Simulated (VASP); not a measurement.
A cell of FeAl (CsCl type) near equilibrium:

```
AlFe
1.0
    2.83993     0.00000     0.00000
    0.00000     2.83993     0.00000
    0.00000     0.00000     2.83993
Al Fe
1 1
Direct
  0.50000   0.50000   0.50000
  0.00000   0.00000   0.00000
```

The numbers are results of r2SCAN meta-GGA, VASP's PBE PAW potentials (set 64) (plane waves; VASP), not measurements.

```tsv
run	ΔE (meV/atom)	σxx	σyy	σzz	largest shear component, with its sign (GPa)	largest force (eV/Å)
as it is	0.0	0.22	0.22	0.22	0.00	0.000
after one change	119.3	31.83	31.83	31.83	0.00	0.000
```
Stress is in GPa, positive when the cell is compressed.

Name the change that produced these shifts.
A. atom 1 (Al) moved by -0.150 Å along y
B. isotropic strain of -4.0 %
C. isotropic strain of -2.0 %
D. isotropic strain of -3.0 %

B, isotropic strain of -4.0 %

The compound is FeAl in the CsCl type structure. The run is not spin-polarised, so no magnetic state was tried. The electron count is odd and the run is not spin-polarised, which forces a metal.
